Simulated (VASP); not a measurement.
A convergence study with VASP on BP (zinc blende): one setting is varied, all else stays as given below, so the limit is that of these other settings.

```
CELL_PARAMETERS angstrom
      0.00000     2.27000     2.27000
      2.27000     0.00000     2.27000
      2.27000     2.27000     0.00000
ATOMIC_POSITIONS crystal
  B  0.00000 0.00000 0.00000
  P  0.25000 0.25000 0.25000
```

All values below come from PBE GGA, VASP's PBE PAW potentials (set 64) (plane waves; VASP). The tightest run used: 700 eV cut-off, 15×15×15 Monkhorst-Pack mesh, Gaussian smearing of 0.050 eV, potentials B P.

**Question.** The settings run are 1×1×1 mesh; 2×2×2 mesh; 3×3×3 mesh; 4×4×4 mesh; 5×5×5 mesh; 6×6×6 mesh; 7×7×7 mesh; 8×8×8 mesh; 9×9×9 mesh; 10×10×10 mesh; 11×11×11 mesh; 12×12×12 mesh; 13×13×13 mesh; 14×14×14 mesh; 15×15×15 mesh. From which on does the energy per atom stay within 0.005 eV/atom of the tightest run?

**Answer.** From 6×6×6 mesh on: it is off by 0.0000 there and by no more than 0.005 in any finer run, while 5×5×5 mesh is off by 0.0264.
| setting | E (eV/atom) | pressure (GPa) | irreducible k-points | difference judged (eV/atom) |
|---|---|---|---|---|
| 1×1×1 mesh | 4.4663 | 106.78 | 1 | 10.9329 |
| 2×2×2 mesh | -6.4007 | 1.19 | 2 | 0.0659 |
| 3×3×3 mesh | -6.1537 | 4.34 | 4 | 0.3129 |
| 4×4×4 mesh | -6.4663 | 0.70 | 10 | 0.0004 |
| 5×5×5 mesh | -6.4403 | 1.08 | 10 | 0.0264 |
| 6×6×6 mesh | -6.4667 | 0.70 | 28 | 0.0000 |
| 7×7×7 mesh | -6.4636 | 0.75 | 20 | 0.0030 |
| 8×8×8 mesh | -6.4667 | 0.70 | 60 | 0.0000 |
| 9×9×9 mesh | -6.4663 | 0.71 | 35 | 0.0004 |
| 10×10×10 mesh | -6.4667 | 0.70 | 110 | 0.0000 |
| 11×11×11 mesh | -6.4666 | 0.70 | 56 | 0.0001 |
| 12×12×12 mesh | -6.4667 | 0.70 | 182 | 0.0000 |
| 13×13×13 mesh | -6.4666 | 0.70 | 84 | 0.0000 |
| 14×14×14 mesh | -6.4667 | 0.70 | 280 | 0.0000 |
| 15×15×15 mesh | -6.4667 | 0.70 | 120 | 0.0000 |

Left out are rungs that failed or repeat a setting and relaxations that didn't move; long series are thinned to 24 rows.

The compound is BP in the zinc blende structure. The cell was not relaxed at this level.
